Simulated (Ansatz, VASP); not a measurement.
# AlV2C in two plane-wave programs

Wanted: the spread between two codes on one cell, functional and k mesh. The cell is taken from a series of runs on this material, whose earlier steps may have relaxed, scaled, displaced or heated it; both programs get it as it stands.

Program: Ansatz 0.2.0. Level of theory: plane waves, with VASP 6.6.1 beside it; relaxation of cell and atoms at PBE. Results are calculated unless marked as measured.

### 1. The structure

Symmetry: P6_3/mmc, No. 194, hexagonal system. Conventional cell: a = 2.904 Å, b = 2.904 Å, c = 13.134 Å, α = 90.00°, β = 90.00°, γ = 120.00°. Nearest to Al lie 6 V at 2.74 Å and 6 Al at 2.90 Å. Nearest to V lie 3 C at 2.02 Å and 3 Al at 2.74 Å. C has 6 V at 2.02 Å nearest. Farther neighbours are not listed.

Structure file:

```xyz
8
Lattice="2.9042 0.0000 0.0000 -1.4521 2.5151 0.0000 0.0000 0.0000 13.1339" Properties=species:S:1:pos:R:3 pbc="T T T"
Al    0.0000    1.6768    3.2835
Al    1.4521    0.8384    9.8504
V     0.0000    1.6768    7.6886
V     1.4521    0.8384    5.4453
V     1.4521    0.8384    1.1216
V     0.0000    1.6768   12.0123
C     0.0000    0.0000    0.0000
C     0.0000    0.0000    6.5669
```

### 2. VASP: relaxation of cell and atoms, PBE

The relaxed volume is the usual yardstick between codes: in a stiff, nearly cubic crystal its relative difference is about their pressure difference at one cell divided by the bulk modulus.

Lines of VASP's logs that name or quote its potential files are left out, and so is its time.

Input file INCAR:

```
SYSTEM = AlV2C
PREC = Accurate
ENCUT = 600
EDIFF = 1E-07
NELM = 120
ISMEAR = 1
SIGMA = 0.2
LREAL = .FALSE.
ALGO = Normal
GGA = PE
NBANDS = 41
LASPH = .TRUE.
LORBIT = 11
LWAVE = .FALSE.
LCHARG = .FALSE.
ISIF = 3
IBRION = 2
NSW = 80
EDIFFG = -0.005
GGA_COMPAT = .FALSE.
NELMIN = 4
KPAR = 2
```

Input file POSCAR:

```
AlV2C
1.0
    2.9042210000      0.0000000000      0.0000000000
   -1.4521100000      2.5151290000      0.0000000000
    0.0000000000      0.0000000000     13.1338950000
Al V C
2 4 2
Direct
    0.3333332848      0.6666667992      0.2500000190
    0.6666663709      0.3333332008      0.7500000571
    0.3333332848      0.6666667992      0.5853991523
    0.6666663709      0.3333332008      0.4146008477
    0.6666663709      0.3333332008      0.0853991904
    0.3333332848      0.6666667992      0.9146008857
    0.0000000000      0.0000000000      0.0000000000
    0.0000000000      0.0000000000      0.5000000381
```

Input file KPOINTS:

```
Automatic mesh
0
Gamma
12 12 2
0 0 0
```

The projector-augmented-wave data sets are Al, V_sv and C (PBE family, release 64).

On the command line:

```
$ mpirun -np 2 vasp_std
```

Numbers of over 12 decimals in the logs are rounded to 6 here.

The program printed:

```text
[banner, memory and clock lines left out]
running    2 mpi-ranks, on    1 nodes
 distrk:  each k-point on    1 cores,    2 groups
 distr:  one band on    1 cores,    1 groups

 POSCAR found type information on POSCAR AlV C
 POSCAR found :  3 types and       8 ions
 LDA part: xc-table for (Slater+PW92), standard interpolation
 POSCAR, INCAR and KPOINTS ok, starting setup
 FFT: planning ... GRIDC
 FFT: planning ... GRID_SOFT
 FFT: planning ... GRID
 WAVECAR not read
 entering main loop
       N       E                     dE             d eps       ncg     rms          rms(c)
DAV:   1     0.973287186673E+03    0.97329E+03   -0.40744E+04  3164   0.192E+03
DAV:   2    -0.179782756203E+01   -0.97509E+03   -0.95419E+03  3125   0.592E+02
DAV:   3    -0.802281836202E+02   -0.78430E+02   -0.76236E+02  4227   0.161E+02
DAV:   4    -0.828532808426E+02   -0.26251E+01   -0.25966E+01  3943   0.268E+01
DAV:   5    -0.829062159252E+02   -0.52935E-01   -0.52849E-01  3798   0.396E+00    0.550E+01
DAV:   6    -0.691496684208E+02    0.13757E+02   -0.19493E+02  4077   0.792E+01    0.135E+01
DAV:   7    -0.666514758777E+02    0.24982E+01   -0.43245E+01  3999   0.395E+01    0.128E+01
DAV:   8    -0.661374018698E+02    0.51407E+00   -0.35441E+00  3794   0.110E+01    0.312E+00
DAV:   9    -0.661143976054E+02    0.23004E-01   -0.29059E-01  4234   0.305E+00    0.663E-01
DAV:  10    -0.661115213828E+02    0.28762E-02   -0.36088E-02  3836   0.127E+00    0.212E-01
DAV:  11    -0.661114909282E+02    0.30455E-04   -0.10315E-03  4139   0.222E-01    0.482E-02
DAV:  12    -0.661114652647E+02    0.25664E-04   -0.18037E-04  4179   0.804E-02    0.118E-02
DAV:  13    -0.661114614791E+02    0.37856E-05   -0.88385E-06  3715   0.225E-02    0.434E-03
DAV:  14    -0.661114612820E+02    0.19712E-06   -0.11011E-06  3850   0.637E-03    0.111E-03
DAV:  15    -0.661114612690E+02    0.12949E-07   -0.10944E-07  2527   0.219E-03
   1 F= -.66111461E+02 E0= -.66107676E+02  d E =-.661115E+02
[...]
2 F= -.66111356E+02 E0= -.66107677E+02  d E =0.105368E-03
[...]
3 F= -.66111569E+02 E0= -.66107827E+02  d E =-.107841E-03
 curvature:  -0.21 expect dE=-0.327E-05 dE for cont linesearch -0.228E-08
 trial: gam= 0.02492 g(F)=  0.854E-05 g(S)=  0.689E-05 ort = 0.237E-05 (trialstep = 0.882E+00)
 search vector abs. value=  0.159E-04
 bond charge predicted
       N       E                     dE             d eps       ncg     rms          rms(c)
DAV:   1    -0.661116040648E+02   -0.34905E-04   -0.43670E-03  3773   0.872E-01    0.591E-02
DAV:   2    -0.661115905955E+02    0.13469E-04   -0.79233E-04  3683   0.205E-01    0.328E-02
DAV:   3    -0.661115791170E+02    0.11479E-04   -0.86122E-05  3916   0.547E-02    0.110E-02
DAV:   4    -0.661115771254E+02    0.19916E-05   -0.57298E-06  3636   0.203E-02    0.478E-03
DAV:   5    -0.661115771145E+02    0.10887E-07   -0.43071E-07  3236   0.509E-03
   4 F= -.66111577E+02 E0= -.66107858E+02  d E =-.800492E-05
 trial-energy change:   -0.000008  1 .order   -0.000007   -0.000014   -0.000000
 step:   0.8865(harm=  0.8887)  dis= 0.00032  next Energy=   -66.111577 (dE=-0.801E-05)
 reached required accuracy - stopping structural energy minimisation
```

Parts of OUTCAR (step 2):

```text
ion  position               nearest neighbor table
   1  0.333  0.667  0.250-   5 2.74   4 2.74   5 2.74   4 2.74   5 2.74   4 2.74
   2  0.667  0.333  0.750-   6 2.74   6 2.74   3 2.74   6 2.74   3 2.74   3 2.74
   3  0.333  0.667  0.585-   8 2.02   8 2.02   8 2.02   2 2.74   2 2.74   2 2.74   4 2.80   4 2.80
                             4 2.80
   4  0.667  0.333  0.415-   8 2.02   8 2.02   8 2.02   1 2.74   1 2.74   1 2.74   3 2.80   3 2.80
                             3 2.80
   5  0.667  0.333  0.085-   7 2.02   7 2.02   7 2.02   1 2.74   1 2.74   1 2.74   6 2.80   6 2.80
                             6 2.80
   6  0.333  0.667  0.915-   7 2.02   7 2.02   7 2.02   2 2.74   2 2.74   2 2.74   5 2.80   5 2.80
                             5 2.80
   7  0.000  0.000  0.000-   6 2.02   5 2.02   6 2.02   6 2.02   5 2.02   5 2.02
   8  0.000  0.000  0.500-   3 2.02   4 2.02   3 2.02   3 2.02   4 2.02   4 2.02

  LATTYP: Found a hexagonal cell.
 ALAT       =     2.9042210000
 C/A-ratio  =     4.5223469564

 Subroutine GETGRP returns: Found 24 space group operations
 (whereof 12 operations were pure point group operations)

The static configuration has the point symmetry D_3d.
 The point group associated with its full space group is D_6h.

 Found     38 irreducible k-points:

   k-points           NKPTS =     38   k-points in BZ     NKDIM =     38   number of bands    NBANDS=     41

   dimension x,y,z NGX =    24 NGY =   24 NGZ =  108
   dimension x,y,z NGXF=    48 NGYF=   48 NGZF=  216

   ENCUT  =  600.0 eV  44.10 Ry    6.64 a.u.   5.80  5.80 26.23*2*pi/ulx,y,z

   NELECT =      66.0000    total number of electrons

 k-points in reciprocal lattice and weights: Automatic mesh
   0.00000000  0.00000000  0.00000000       0.003
   0.08333333  0.00000000  0.00000000       0.021
   0.16666667 -0.00000000  0.00000000       0.021
   0.25000000 -0.00000000  0.00000000       0.021
   0.33333333 -0.00000000  0.00000000       0.021
   0.41666667  0.00000000  0.00000000       0.021
   0.50000000 -0.00000000  0.00000000       0.010
   0.08333333  0.08333333  0.00000000       0.021
   0.16666667  0.08333333  0.00000000       0.042
[...]
0.33333333  0.25000000  0.50000000       0.042
   0.33333333  0.33333333  0.50000000       0.007

 average (electrostatic) potential at core
       1 -70.4503       2 -70.4502       3 -71.2227       4 -71.2227       5 -71.2227
       6 -71.2227       7 -45.2395       8 -45.2395

 E-fermi :   9.4461

 k-point     1 :       0.0000    0.0000    0.0000
  band No.  band energies     occupation
    ...
     30       8.8555      2.00024
     31       9.1846      2.06903
     32       9.1846      2.06903
     33       9.2002      2.07091
     34       9.2002      2.07091
     35      10.0208     -0.00037
     36      10.0208     -0.00037
     37      10.0572     -0.00014
     38      10.0572     -0.00014
     39      10.8044     -0.00000
    ...

 k-point     2 :       0.0833    0.0000    0.0000
  band No.  band energies     occupation
    ...
     30       8.9070      2.00092
     31       9.0057      2.00788
     32       9.0379      2.01396
     33       9.2807      1.99337
     34       9.2994      1.94210
     35       9.7931     -0.03413
     36       9.9735     -0.00123
     37       9.9822     -0.00100
     38      10.0137     -0.00045
     39      10.8460     -0.00000
    ...

 k-point     3 :       0.1667   -0.0000    0.0000
  band No.  band energies     occupation
    ...
     29       8.4104      2.00000
     30       8.5241      2.00000
     31       8.6765      2.00000
     32       9.1602      2.06129
     33       9.3524      1.70481
     34       9.5145      0.45733
     35       9.5491      0.24360
     36       9.9114     -0.00486
     37      10.0073     -0.00053
     38      10.0458     -0.00019
    ...

  Total        0.0150260      0.0150260      0.0079677      0.0000000      0.0000000      0.0000000
  in kB        0.2507350      0.2507349      0.1329542      0.0000000      0.0000000      0.0000000
  external PRESSURE =       0.2114747 kB  Pullay stress =       0.0000000 kB

  energy-cutoff  :      600.00
  volume of cell :       96.02
      direct lattice vectors                 reciprocal lattice vectors
     2.905199428  0.000000000  0.000000000     0.344210449  0.198729940  0.000000000
    -1.452599214  2.515976343 -0.000000000    -0.000000000  0.397460017  0.000000000
     0.000000000 -0.000000000 13.135818332    -0.000000000 -0.000000000  0.076127728

 POSITION                                       TOTAL-FORCE (eV/Angst)
 -----------------------------------------------------------------------------------
      0.00000      1.67732      3.28395         0.000000     -0.000000      0.000000
      1.45260      0.83866      9.85186         0.000000     -0.000000      0.000000
      0.00000      1.67732      7.69062        -0.000000     -0.000000      0.001580
      1.45260      0.83866      5.44520         0.000000      0.000000     -0.001580
      1.45260      0.83866      1.12271         0.000000      0.000000      0.001580
      0.00000      1.67732     12.01311        -0.000000      0.000000     -0.001580
      1.45260      2.51598      0.00000         0.000000     -0.000000      0.000000
      1.45260      2.51598      6.56791         0.000000     -0.000000      0.000000
 -----------------------------------------------------------------------------------
    total drift:                                0.003285     -0.000169      0.000656

  FREE ENERGIE OF THE ION-ELECTRON SYSTEM (eV)
  ---------------------------------------------------
  free  energy   TOTEN  =       -66.1115771145 eV

  energy  without entropy=      -66.1004182924  energy(sigma->0) =      -66.10785751

 reached required accuracy - stopping structural energy minimisation

 total charge
# of ion       s       p       d       tot
------------------------------------------
    1        0.421   0.389   0.000   0.810
    2        0.421   0.389   0.000   0.810
    3        2.270   6.282   3.150  11.701
    4        2.270   6.282   3.150  11.701
    5        2.270   6.282   3.150  11.701
    6        2.270   6.282   3.150  11.701
    7        0.903   1.571   0.000   2.474
    8        0.903   1.571   0.000   2.474
--------------------------------------------------
tot         11.726  29.048  12.599  53.373

[... 3 further parts left out ...]
```

This run has no spin polarisation, so a moment on V, if there is one, isn't seen.

(Part 1 of 2 ends here.)

[Lines on the potential files, build, host, timing and source positions are cut from VASP's logs without a mark.]

[Logs are printed without paths, hosts, clocks, repeated set-up lines and the standing remarks that a program may print on its own settings, such as how far it seeks lower states.]

[Hosts, paths, dates, database ids (printed as entryN), source tags and the programs' standing remarks are cut or masked in the printed files.]
